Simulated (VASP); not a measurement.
The system is Au.

```
Au
1.0
     0.00000    2.05850    2.05850
     2.05850    0.00000    2.05850
     2.05850    2.05850    0.00000
Au
1
Direct
  0.00000 0.00000 0.00000
```

- Program: VASP 6.6.1
- Task: relaxation of cell and atoms
- Functional: LDA
- Potentials or basis: VASP PAW LDA potentials, release 64 (Au)
- Cutoff: 600 eV
- k mesh: 18 × 18 × 18
- Occupations: gaussian, width 0.1 eV
- Spin: no spin polarisation

At the start: pressure -8.0 GPa; volume 17.45 Å³/atom.

Question: How do energy, volume and symmetry change on relaxing?

Answer: Over 4 steps the energy falls by 21.2 meV/atom and the volume is 16.64 Å³/atom (-4.6 %); space group Fm-3m (No. 225, to 0.05 Å).

The path:
| step | energy change (eV) | largest force (eV/Å) | pressure (GPa) | volume (Å³) |
| --- | --- | --- | --- | --- |
| 1 | 0.0000 | 0.0000 | -7.98 | 17.45 |
| 2 | 0.0518 | 0.0000 | 19.65 | 15.34 |
| 3 | -0.0212 | 0.0000 | -0.30 | 16.66 |
| 4 | -0.0212 | 0.0000 | 0.02 | 16.64 |

Final structure:
```cif
data_structure
_symmetry_space_group_name_H-M 'P 1'
_symmetry_Int_Tables_number 1
_cell_length_a 2.8655
_cell_length_b 2.8655
_cell_length_c 2.8655
_cell_angle_alpha 60.000
_cell_angle_beta 60.000
_cell_angle_gamma 60.000
_cell_volume 16.64
loop_
_atom_site_label
_atom_site_type_symbol
_atom_site_fract_x
_atom_site_fract_y
_atom_site_fract_z
_atom_site_occupancy
Au1 Au 0.00000 0.00000 0.00000 1
```
